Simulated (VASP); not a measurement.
Here is the system:

```yaml
crystal:
  lattice:
    - [1.64299, -2.84574, 0.00000]
    - [1.64299, 2.84574, 0.00000]
    - [0.00000, 0.00000, 5.30473]
  atoms:
    - { symbol: Zn, position: [0.66667, 0.33333, 0.50125] }
    - { symbol: Zn, position: [0.33333, 0.66667, 0.00125] }
    - { symbol: O, position: [0.66667, 0.33333, 0.88075] }
    - { symbol: O, position: [0.33333, 0.66667, 0.38075] }
```

Calculation: PBE GGA, VASP's PBE PAW potentials (set 64) (plane waves; VASP). Settings: 650 eV cut-off, 7×7×4 Γ-centred mesh, Gaussian smearing of 0.050 eV, potentials Zn O.

### Question
Give the elastic stiffness tensor with the ions relaxed (GPa, in the frame of the cell).

### Answer

```csv
,xx,yy,zz,yz,xz,xy
xx,188,107,92.6,0.0,0.0,0.0
yy,107,188,92.6,0.0,0.0,0.0
zz,92.6,92.6,200,0.0,0.0,0.0
yz,0.0,0.0,0.0,37.0,0.0,0.0
xz,0.0,0.0,0.0,0.0,37.0,0.0
xy,0.0,0.0,0.0,0.0,0.0,40.5
```

### Question
Predict the Hill bulk modulus, Hill shear modulus, Young's modulus, Poisson's ratio.

### Answer

- Hill bulk modulus: 129 GPa
- Hill shear modulus: 41.5 GPa
- Young's modulus: 112 GPa
- Poisson's ratio: 0.355

Measured: C11 207 GPa (computed value off by -9.1 %), C12 118 GPa (computed value off by -8.9 %), C13 106 GPa (computed value off by -12.7 %), C33 210 GPa (computed value off by -4.4 %), C44 44.8 GPa (computed value off by -17.4 %), as given by Oses et al., (2018), arXiv:1811.08464. The calculation is for a static lattice, while the measured C11, C12, C13, C33, C44 hold thermal and zero-point effects, which are part of the difference.

The compound is ZnO in the wurtzite structure. It was relaxed first.
